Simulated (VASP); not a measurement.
An input for Quantum ESPRESSO's pw.x (written as the equivalent of a VASP run, and not itself run):

```
&CONTROL
  calculation = 'scf'
  pseudo_dir = './pseudo'
  outdir = './out'
  tprnfor = .true.
  tstress = .true.
/
&SYSTEM
  ibrav = 0
  nat = 2
  ntyp = 2
  ecutwfc = 84
  occupations = 'smearing'
  smearing = 'methfessel-paxton'
  degauss = 0.00735
  input_dft = 'pbe'
/
&ELECTRONS
  conv_thr = 7.3e-08
  electron_maxstep = 100
/
ATOMIC_SPECIES
  Ti 47.867 Ti.upf
  N 14.007 N.upf
CELL_PARAMETERS angstrom
     0.0000000    2.0983550    2.1714530
     2.0579310    0.0000000    2.1714530
     2.0579310    2.0983550    0.0000000
ATOMIC_POSITIONS crystal
  Ti   0.0000000  0.0000000  0.0000000
  N    0.4932410  0.5067590  0.5067590
K_POINTS automatic
  13 13 13 0 0 0
```

Question: Write the VASP files for the same calculation (PBE).

Answer: This is not unique; one that fits is 
### POSCAR
```
TiN
3.0196530
  0.0000000000   0.6948993808   0.7191067980
  0.6815124122   0.0000000000   0.7191067980
  0.6815124122   0.6948993808   0.0000000000
Ti N
1 1
Cart
  0.0000000000   0.0000000000   0.0000000000
  0.6907250970   0.6948993808   0.7191067980
```

**INCAR**
```
ALGO  =  Normal
EDIFF  =  1E-6
ENCUT  =  520
GGA  =  PE
ISIF  =  2
ISMEAR  =  1
LASPH  =  .True.
LCHARG  =  .False.
LMAXMIX  =  4
LREAL  =  .False.
LWAVE  =  .False.
NELM  =  100
PREC  =  Accurate
SIGMA  =  0.1
SYSTEM  =  TiN
```

File KPOINTS:
```
Automatic mesh
0
Gamma
13 13 13
0 0 0
```

POTCAR, in this order: Ti_sv N (PBE.64 set). Program: vasp_std.

What does not carry over: the potentials are each code's own (VASP's PAW set, PseudoDojo norm-conserving files in pw.x), so ENCUT and ecutwfc are chosen apart and not converted; conv_thr bounds pw.x's estimated SCF error, while EDIFF bounds the energy change between steps.

The compound is TiN in the rock salt structure. The cell was not relaxed at this level, atoms are displaced from their ideal sites.
